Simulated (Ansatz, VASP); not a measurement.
# CoSi2: VASP beside Ansatz, part 2 of 2

Wanted: the spread between two codes on one cell, functional and k mesh. The cell is taken from a series of VASP runs on this material, whose earlier steps may have relaxed, scaled or displaced it; both programs get it as it stands.

VASP 6.6.1 and Ansatz 0.2.0.

So far: Starting point; Ansatz: relaxation of cell and atoms, PBE.

**3. VASP: relaxation of cell and atoms, PBE**

Level of this step: PBE, zero-moment start; plane waves and PAW (Co, Si) (VASP).

The same cell, functional, mesh and smearing now go to VASP, with its own data sets and cutoff.

Lines of VASP's logs that name or quote its potential files are left out, and so is its time.

File INCAR:

```
SYSTEM = CoSi2
PREC = Accurate
ENCUT = 450
EDIFF = 1E-07
NELM = 100
ISMEAR = 0
SIGMA = 0.05
LREAL = .FALSE.
ALGO = Normal
GGA = PE
NBANDS = 16
ISPIN = 2
MAGMOM = 0 0 0
LASPH = .TRUE.
LMAXMIX = 4
LORBIT = 11
LWAVE = .FALSE.
LCHARG = .FALSE.
KPAR = 8
IBRION = 2
NSW = 50
ISIF = 3
EDIFFG = -0.002
```

File POSCAR:

```
CoSi2
1.0
    0.0000000000      2.6825000000      2.6825000000
    2.6825000000      0.0000000000      2.6825000000
    2.6825000000      2.6825000000      0.0000000000
Co Si
1 2
Direct
    0.0000000000      0.0000000000      0.0000000000
    0.7500000000      0.7500000000      0.7500000000
    0.2500000000      0.2500000000      0.2500000000
```

File KPOINTS:

```
Automatic mesh
0
Gamma
12 12 12
0 0 0
```

Potentials, in the order of the species: Co and Si (PBE family, release 64).

The run is started by

```console
$ mpirun -np 8 vasp_std
```

Numbers of over 12 decimals in the logs are rounded to 6 here.

Log:

```text
[banner, memory and clock lines left out]
running    8 mpi-ranks, on    1 nodes
 distrk:  each k-point on    1 cores,    8 groups
 distr:  one band on    1 cores,    1 groups

 POSCAR found type information on POSCAR CoSi
 POSCAR found :  2 types and       3 ions
|                                                                             |
|           W    W    AA    RRRRR   N    N  II  N    N   GGGG   !!!           |
|           W    W   A  A   R    R  NN   N  II  NN   N  G    G  !!!           |
|           W    W  A    A  R    R  N N  N  II  N N  N  G       !!!           |
|           W WW W  AAAAAA  RRRRR   N  N N  II  N  N N  G  GGG   !            |
|           WW  WW  A    A  R   R   N   NN  II  N   NN  G    G                |
|           W    W  A    A  R    R  N    N  II  N    N   GGGG   !!!           |
|                                                                             |
|     For optimal performance we recommend to set                             |
|       NCORE = 2 up to number-of-cores-per-socket                            |
|     NCORE specifies how many cores store one orbital (NPAR=cpu/NCORE).      |
|     This setting can greatly improve the performance of VASP for DFT.       |
|     The default, NCORE=1 might be grossly inefficient on modern             |
|     multi-core architectures or massively parallel machines. Do your        |
|     Unfortunately you need to use the default for GW and RPA                |
|     calculations (for HF NCORE is supported but not extensively tested      |
|     yet).                                                                   |
|                                                                             |

 LDA part: xc-table for (Slater+PW92), standard interpolation
 POSCAR, INCAR and KPOINTS ok, starting setup
 FFT: planning ... GRIDC
 FFT: planning ... GRID_SOFT
 FFT: planning ... GRID
 WAVECAR not read
 entering main loop
       N       E                     dE             d eps       ncg     rms          rms(c)
DAV:   1     0.533479243413E+02    0.53348E+02   -0.61120E+03  4672   0.894E+02
DAV:   2    -0.179632284916E+02   -0.71311E+02   -0.63526E+02  5184   0.187E+02
DAV:   3    -0.206665837904E+02   -0.27034E+01   -0.26550E+01  6112   0.406E+01
DAV:   4    -0.207143613273E+02   -0.47778E-01   -0.47755E-01  5392   0.528E+00
DAV:   5    -0.207158243390E+02   -0.14630E-02   -0.14630E-02  6184   0.940E-01    0.144E+01
DAV:   6    -0.244730108998E+02   -0.37572E+01   -0.24771E+01  4864   0.103E+02    0.180E+01
DAV:   7    -0.193237509432E+02    0.51493E+01   -0.11296E+01  5792   0.807E+01    0.318E+00
DAV:   8    -0.193289950171E+02   -0.52441E-02   -0.75930E-01  5488   0.578E+00    0.194E+00
DAV:   9    -0.192958399496E+02    0.33155E-01   -0.90007E-02  5432   0.558E+00    0.498E-01
DAV:  10    -0.192960124832E+02   -0.17253E-03   -0.70772E-03  6360   0.134E+00    0.154E-01
DAV:  11    -0.192957720617E+02    0.24042E-03   -0.97142E-04  5968   0.582E-01    0.342E-02
DAV:  12    -0.192958038294E+02   -0.31768E-04   -0.89167E-05  5104   0.653E-02    0.181E-02
DAV:  13    -0.192958021797E+02    0.16497E-05   -0.73108E-06  6080   0.399E-02    0.870E-03
DAV:  14    -0.192958023637E+02   -0.18400E-06   -0.82825E-07  6912   0.780E-03    0.463E-03
DAV:  15    -0.192958026316E+02   -0.26794E-06   -0.22967E-08  3688   0.153E-03    0.182E-03
DAV:  16    -0.192958027249E+02   -0.93321E-07   -0.56634E-08  2664   0.498E-03
   1 F= -.19295803E+02 E0= -.19295065E+02  d E =-.192958E+02  mag=     0.0000
 curvature:   0.00 expect dE= 0.000E+00 dE for cont linesearch  0.000E+00
 trial: gam= 0.00000 g(F)=  0.370E-46 g(S)=  0.147E-02 ort = 0.000E+00 (trialstep = 0.100E+01)
 search vector abs. value=  0.147E-02
 bond charge predicted
       N       E                     dE             d eps       ncg     rms          rms(c)
DAV:   1    -0.193103830750E+02   -0.14580E-01   -0.12984E-01  4752   0.620E+00    0.114E+00
DAV:   2    -0.193574298368E+02   -0.47047E-01   -0.29361E-01  5488   0.112E+01    0.203E+00
DAV:   3    -0.192961158648E+02    0.61314E-01   -0.15288E-01  5440   0.830E+00    0.193E-01
DAV:   4    -0.192958102751E+02    0.30559E-03   -0.29903E-03  4816   0.362E-01    0.700E-02
DAV:   5    -0.192957608426E+02    0.49432E-04   -0.13390E-04  6352   0.204E-01    0.189E-02
DAV:   6    -0.192957611357E+02   -0.29304E-06   -0.14597E-05  5000   0.292E-02    0.552E-03
DAV:   7    -0.192957609189E+02    0.21680E-06   -0.86684E-07  6016   0.140E-02    0.330E-03
DAV:   8    -0.192957606158E+02    0.30310E-06   -0.83872E-08  3064   0.374E-03    0.120E-03
DAV:   9    -0.192957606358E+02   -0.20078E-07   -0.27075E-08  2608   0.149E-03
   2 F= -.19295761E+02 E0= -.19295033E+02  d E =0.420891E-04  mag=     0.0000
 trial-energy change:    0.000042  1 .order    0.000060   -0.001472    0.001592
 step:   0.4892(harm=  0.4804)  dis= 0.00000  next Energy=   -19.296165 (dE=-0.362E-03)
 bond charge predicted
       N       E                     dE             d eps       ncg     rms          rms(c)
DAV:   1    -0.192999927782E+02   -0.42322E-02   -0.33970E-02  4728   0.318E+00    0.579E-01
DAV:   2    -0.193122998765E+02   -0.12307E-01   -0.77607E-02  5592   0.577E+00    0.105E+00
DAV:   3    -0.192962767476E+02    0.16023E-01   -0.39353E-02  5400   0.413E+00    0.105E-01
DAV:   4    -0.192961736205E+02    0.10313E-03   -0.66874E-04  4808   0.206E-01    0.300E-02
DAV:   5    -0.192961660218E+02    0.75987E-05   -0.27605E-05  6712   0.810E-02    0.983E-03
DAV:   6    -0.192961658475E+02    0.17425E-06   -0.21765E-06  5416   0.117E-02    0.225E-03
DAV:   7    -0.192961659072E+02   -0.59712E-07   -0.11390E-07  3184   0.503E-03
   3 F= -.19296166E+02 E0= -.19295433E+02  d E =-.363182E-03  mag=    -0.0000
 curvature:  -0.24 expect dE=-0.200E-07 dE for cont linesearch -0.200E-07
 trial: gam=-0.00746 g(F)=  0.678E-45 g(S)=  0.831E-07 ort = 0.111E-04 (trialstep = 0.898E+00)
 search vector abs. value=  0.105E-09
 reached required accuracy - stopping structural energy minimisation
```

Parts of OUTCAR (step 3):

```text
ion  position               nearest neighbor table
   1  0.000  0.000  0.000-   2 2.32   2 2.32   2 2.32   2 2.32   3 2.32   3 2.32   3 2.32   3 2.32

  LATTYP: Found a face centered cubic cell.
 ALAT       =     5.3650000000

 Subroutine GETGRP returns: Found 48 space group operations
 (whereof 48 operations were pure point group operations)

The static configuration has the point symmetry O_h .

 Found     72 irreducible k-points:

   k-points           NKPTS =     72   k-points in BZ     NKDIM =     72   number of bands    NBANDS=     16

   dimension x,y,z NGX =    28 NGY =   28 NGZ =   28
   dimension x,y,z NGXF=    56 NGYF=   56 NGZF=   56

   ENCUT  =  450.0 eV  33.07 Ry    5.75 a.u.   6.56  6.56  6.56*2*pi/ulx,y,z

   NELECT =      17.0000    total number of electrons

 k-points in reciprocal lattice and weights: Automatic mesh
   0.00000000  0.00000000  0.00000000       0.001
   0.08333333  0.00000000  0.00000000       0.005
   0.16666667  0.00000000  0.00000000       0.005
   0.25000000  0.00000000  0.00000000       0.005
   0.33333333  0.00000000  0.00000000       0.005
   0.41666667  0.00000000  0.00000000       0.005
   0.50000000  0.00000000  0.00000000       0.002
   0.08333333  0.08333333  0.00000000       0.003
   0.16666667  0.08333333  0.00000000       0.014
[...]
-0.33333333  0.50000000  0.16666667       0.007
  -0.25000000  0.50000000  0.25000000       0.003

 average (electrostatic) potential at core
       1 -78.2751       2 -79.4622       3 -79.4622

 E-fermi :  10.0631

 spin component 1
 k-point     1 :       0.0000    0.0000    0.0000
  band No.  band energies     occupation
    ...
      2       6.0068      1.00000
      3       6.0068      1.00000
      4       6.0068      1.00000
      5       8.1754      1.00000
      6       8.1754      1.00000
      7      10.8277      0.00000
      8      13.4841      0.00000
      9      13.4841      0.00000
     10      13.4841      0.00000
     11      13.5299      0.00000
    ...

 k-point     2 :       0.0833    0.0000    0.0000
  band No.  band energies     occupation
    ...
      2       5.7437      1.00000
      3       6.0445      1.00000
      4       6.0445      1.00000
      5       8.1437      1.00000
      6       8.1437      1.00000
      7      10.9099      0.00000
      8      12.0926      0.00000
      9      12.7567      0.00000
     10      12.7567      0.00000
     11      14.2782      0.00000
    ...

 k-point     3 :       0.1667    0.0000    0.0000
  band No.  band energies     occupation
    ...
      2       5.0449      1.00000
      3       6.1480      1.00000
      4       6.1480      1.00000
      5       8.0742      1.00000
      6       8.0742      1.00000
      7      10.2493      0.00000
      8      11.8672      0.00000
      9      12.0246      0.00000
     10      12.0246      0.00000
     11      14.4035      0.00000
    ...

 k-point     4 :       0.2500    0.0000    0.0000
  band No.  band energies     occupation
    ...
      3       6.2869      1.00000
      4       6.2869      1.00000
      5       8.0337      1.00000
      6       8.0337      1.00000
      7       9.2223      1.00000
      8      11.2749      0.00000
      9      11.2749      0.00000
     10      12.3380      0.00000
     11      13.9840      0.00000
     12      13.9840      0.00000
    ...

 k-point     5 :       0.3333    0.0000    0.0000
  band No.  band energies     occupation
    ...
      3       6.4111      1.00000
      4       6.4111      1.00000
      5       8.1016      1.00000
      6       8.1016      1.00000
      7       8.4785      1.00000
      8      10.5379      0.00000
      9      10.5379      0.00000
     10      12.6734      0.00000
     11      13.6894      0.00000
     12      13.6894      0.00000
    ...

 k-point     6 :       0.4167    0.0000    0.0000
  band No.  band energies     occupation
    ...
      5       8.0495      1.00000
      6       8.3010      1.00000
      7       8.3010      1.00000
      8       9.9066      1.00000
      9       9.9066      1.00000
     10      12.7691      0.00000
     11      13.5329      0.00000
     12      13.5329      0.00000
     13      14.4030      0.00000
     14      19.4881      0.00000
    ...

  Total       -0.0013128     -0.0013128     -0.0013128     -0.0000000      0.0000000      0.0000000
  in kB       -0.0547093     -0.0547093     -0.0547093     -0.0000000      0.0000000      0.0000000
  external PRESSURE =      -0.0547093 kB  Pullay stress =       0.0000000 kB

  energy-cutoff  :      450.00
  volume of cell :       38.45
      direct lattice vectors                 reciprocal lattice vectors
    -0.000000000  2.678813712  2.678813712    -0.186649784  0.186649784  0.186649784
     2.678813712 -0.000000000  2.678813712     0.186649784 -0.186649784  0.186649784
     2.678813712  2.678813712 -0.000000000     0.186649784  0.186649784 -0.186649784

 POSITION                                       TOTAL-FORCE (eV/Angst)
 -----------------------------------------------------------------------------------
      0.00000      0.00000      0.00000        -0.000000     -0.000000     -0.000000
      4.01822      4.01822      4.01822         0.000000      0.000000      0.000000
      1.33941      1.33941      1.33941        -0.000000     -0.000000     -0.000000
 -----------------------------------------------------------------------------------
    total drift:                               -0.000000     -0.000000      0.000000

  FREE ENERGIE OF THE ION-ELECTRON SYSTEM (eV)
  ---------------------------------------------------
  free  energy   TOTEN  =       -19.2961659072 eV

  energy  without entropy=      -19.2946994846  energy(sigma->0) =      -19.29543270

 reached required accuracy - stopping structural energy minimisation

 total charge
# of ion       s       p       d       tot
------------------------------------------
    1        0.541   0.718   7.593   8.852
    2        0.717   0.872   0.000   1.589
    3        0.717   0.872   0.000   1.589
--------------------------------------------------
tot          1.975   2.463   7.593  12.031

 magnetization (x)
# of ion       s       p       d       tot
------------------------------------------
    1       -0.000  -0.000   0.000  -0.000
    2       -0.000   0.000   0.000   0.000
    3       -0.000   0.000   0.000   0.000
--------------------------------------------------
tot         -0.000  -0.000   0.000  -0.000

[... 1 further part left out ...]
```

This run allows spin, but its moments start at zero, where symmetry between the spins tends to hold them, although Co can carry a moment. Its electron count is odd, so without a moment it is a metal by construction.

**4. Comparison**

Known differences besides the potentials themselves: both relaxations stop at a tolerance, which leaves soft axes loose, and VASP keeps its plane-wave basis; the data sets hold 25 valence electrons in Ansatz (default PAW (the set named soft_2) files) and 17 in VASP; the cutoff is 420 eV in Ansatz and 450 eV in VASP; Ansatz adds a Pulay correction to the stress that steers its cell, VASP none. Total energies have different zeros and are not compared.

Compared:

```tsv
quantity	Ansatz	VASP	difference
volume (Å³)	38.49	38.45	+0.11 %
edge a after relaxation, in the typed setting (Å)	3.790	3.788	+0.04 %
```

The walks stopped with 0.00 GPa left in Ansatz and -0.01 GPa in VASP; each walk ends within a tolerance, so the volume difference is uncertain by about these residues over the bulk modulus, most in soft cells.

**5. Ansatz: zone-centre phonons, PBE**

Second derivatives magnify differences that forces hide, and they need a tight electronic threshold. The cell compared in this pair holds 38.45 Å³, against 38.61 Å³ for the pair before.

The cell is taken from a series of VASP runs on this material, whose earlier steps may have relaxed, scaled or displaced it; both programs get it as it stands.

File input.yaml:

```yaml
crystal:
  lattice:
    - [0.0, 2.6788137122, 2.6788137122]
    - [2.6788137122, 0.0, 2.6788137122]
    - [2.6788137122, 2.6788137122, 0.0]
  atoms:
    - { symbol: Co, position: [0.0, 0.0, 0.0] }
    - { symbol: Si, position: [0.75, 0.75, 0.75] }
    - { symbol: Si, position: [0.25, 0.25, 0.25] }
hamiltonian:
  xc: pbe
  pseudopotentials: { kind: paw }
magnetization:
  spin_polarized: true
kpoints:
  mp_grid: { grid: [12, 12, 12] }
scf:
  occupations: { method: gaussian, width: 0.05 }
phonons:
  method: dfpt
  qpoints: [[0, 0, 0]]
```

The run is started by

```console
$ ansatz run input.yaml --threads 4 --pin off --max-ram 9216MiB --backend cpu --events-out ev --progress --plain --runs-dir out
```

Log:

```text
[...]
zone centre: on kpoints.mp_grid the ground state, and the responses unless they are solved on pairs of k-points, stand on 163 of the mesh's 1728 k-points, reduced under 8 symmetry operations, with k and −k counted as one. Each operation leaves every solved displacement unchanged or reverses it
[...]
Crystal: 3 atoms, lattice volume = 38.447 Å³
[...]
non-analytic LO–TO correction: not included (Born effective charges unavailable; polar crystals: no LO–TO splitting at Γ)
--- Phonons (arbitrary-q DFPT): 1 explicit q-point ---
  q = [0, 0, 0] (of the zone-centre solve; hermiticity 2.03e-7, symmetrization 8.04e-14): -0.00 -0.00 0.00 319.21 319.21 319.21 331.19 331.19 331.19
  sum rule: each row above includes the acoustic sum rule's correction from the zone centre's row sums; it moved no ω² by more than (0.65 cm⁻¹)²
[key lines of the parts left out:]
SCF converged after 7 iterations
Magnetization: 0.0000 μB (12.5000 up, 12.5000 down)
Free energy (F): -6399.176858 eV
Fermi energy:    12.852742 eV
```

The job ended after 31 s (4 threads of Arm Neoverse N1, shared host; peak memory 0.83 GiB; 1.8 min of CPU time).

**6. VASP: zone-centre phonons, PBE**

The same cell, functional, mesh and smearing now go to VASP, with its own data sets and cutoff.

Changes to INCAR since step 3:

```diff
@@ -3,3 +3,3 @@
 ENCUT = 450
-EDIFF = 1E-07
+EDIFF = 1E-08
 NELM = 100
@@ -19,5 +19,3 @@
 KPAR = 8
-IBRION = 2
-NSW = 50
-ISIF = 3
-EDIFFG = -0.002
+IBRION = 8
+ISIF = 2
```

File POSCAR:

```
CoSi2
1.0
    0.0000000000      2.6788137122      2.6788137122
    2.6788137122      0.0000000000      2.6788137122
    2.6788137122      2.6788137122      0.0000000000
Co Si
1 2
Direct
    0.0000000000      0.0000000000      0.0000000000
    0.7500000000      0.7500000000      0.7500000000
    0.2500000000      0.2500000000      0.2500000000
```

KPOINTS is that of step 3.

The run is started by

```console
$ mpirun -np 8 vasp_std
```

Log:

```text
[banner, memory and clock lines left out]
running    8 mpi-ranks, on    1 nodes
[...]
[... a notice as in an earlier step ...]

 LDA part: xc-table for (Slater+PW92), standard interpolation
 POSCAR, INCAR and KPOINTS ok, starting setup
[...]
entering main loop
       N       E                     dE             d eps       ncg     rms          rms(c)
DAV:   1     0.551747592151E+02    0.55175E+02   -0.61637E+03  4648   0.899E+02
DAV:   2    -0.179269537347E+02   -0.73102E+02   -0.64968E+02  5192   0.189E+02
DAV:   3    -0.206687940899E+02   -0.27418E+01   -0.27071E+01  5960   0.412E+01
DAV:   4    -0.207139011383E+02   -0.45107E-01   -0.45088E-01  5624   0.517E+00
[...]
DAV:  16    -0.192960990142E+02   -0.86367E-07   -0.49957E-08  5560   0.440E-03    0.314E-04
DAV:  17    -0.192960990341E+02   -0.19845E-07   -0.49866E-09  2616   0.553E-04    0.236E-04
DAV:  18    -0.192960990293E+02    0.47339E-08   -0.11218E-09  2648   0.496E-04
   1 F= -.19296099E+02 E0= -.19295366E+02  d E =-.146633E-02  mag=     0.0000
[...]
RMM:  11    -0.172413284560E+00    0.47012E-07   -0.31246E-10 17797   0.631E-05    0.627E-06
RMM:  12    -0.172413348901E+00   -0.64342E-07   -0.10360E-10 18908   0.230E-05    0.343E-06
RMM:  13    -0.172413348391E+00    0.51086E-09   -0.13831E-10 19892   0.116E-05    0.105E-06
 first order change of Fermi-energy   0.42964E-03
 force on displaced ion       1 direction 1 : -11.648   0.000   0.000
 Linear response progress:
  Degree of freedom:   2/  2
       N       E                     dE             d eps       ncg     rms          rms(c)
RMM:   1    -0.204660994418E-01   -0.20466E-01    0.29910E-02 44519   0.113E+00
RMM:   2    -0.179016082846E-01    0.25645E-02   -0.91410E-04 26823   0.475E-01    0.100E-01
RMM:   3    -0.181303277862E-01   -0.22872E-03   -0.45144E-04 29537   0.144E-01    0.531E-02
RMM:   4    -0.183552640976E-01   -0.22494E-03   -0.66716E-05 28538   0.577E-02    0.106E-02
[...]
RMM:  11    -0.183353479475E-01    0.43057E-07   -0.34558E-09 31171   0.478E-05    0.988E-06
RMM:  12    -0.183353378152E-01    0.10132E-07   -0.79158E-10 34702   0.168E-05    0.624E-06
RMM:  13    -0.183353301175E-01    0.76977E-08   -0.59872E-10 30637   0.732E-06    0.678E-07
 first order change of Fermi-energy  -0.89018E-05
 force on displaced ion       2 direction 1 :  -8.168   0.000   0.000
 Linear response finished
```

From OUTCAR (step 6):

```text
  Total        0.0023299      0.0023299      0.0023299      0.0000000     -0.0000000     -0.0000000
  in kB        0.0970917      0.0970917      0.0970917      0.0000000     -0.0000000     -0.0000000
  external PRESSURE =       0.0970917 kB  Pullay stress =       0.0000000 kB

 POSITION                                       TOTAL-FORCE (eV/Angst)
 -----------------------------------------------------------------------------------
      0.00000      0.00000      0.00000        -0.000000     -0.000000      0.000000
      4.01822      4.01822      4.01822        -0.000000      0.000000      0.000000
      1.33941      1.33941      1.33941         0.000000     -0.000000     -0.000000
 -----------------------------------------------------------------------------------
    total drift:                               -0.000000     -0.000000      0.000000

 magnetization (x)
# of ion       s       p       d       tot
------------------------------------------
    1       -0.000   0.000   0.000   0.000
    2       -0.000  -0.000   0.000  -0.000
    3       -0.000  -0.000   0.000  -0.000
--------------------------------------------------
tot         -0.000  -0.000   0.000  -0.000

[... 1 part as in an earlier step ...]

[... 1 further part left out ...]
```

**7. Comparison**

Both answers:

```tsv
quantity	Ansatz	VASP	difference
optical mode 1 to 3 (cm⁻¹)	319.2	318.8	+0.11 %
optical mode 4 to 6 (cm⁻¹)	331.2	332.1	-0.26 %
```

Modes are paired by rising frequency and degeneracy, not by their patterns, so a pair may still set unlike modes beside each other.

**8. Summary of results**

```
difference in volume (relaxation of cell and atoms, PBE)                                                          : 0.11 %
r.m.s. difference of the optical zone-centre modes, each program's sorted by frequency (zone-centre phonons, PBE) : 0.66 cm⁻¹
```

The difference in volume is 0.11 % (relaxation of cell and atoms, PBE), within the 1.2 % picked in this series as the mark of a large difference, as far as the stopping tolerances let one tell. How closely two codes agree says nothing of how well the functional describes the real material.

[Lines on the potential files, build, host, timing and source positions are cut from VASP's logs without a mark.]

[Logs are printed without paths, hosts, clocks, repeated set-up lines and the standing remarks that a program may print on its own settings, such as how far it seeks lower states.]

[Hosts, paths, dates, database ids (printed as entryN), source tags and the programs' standing remarks are cut or masked in the printed files.]
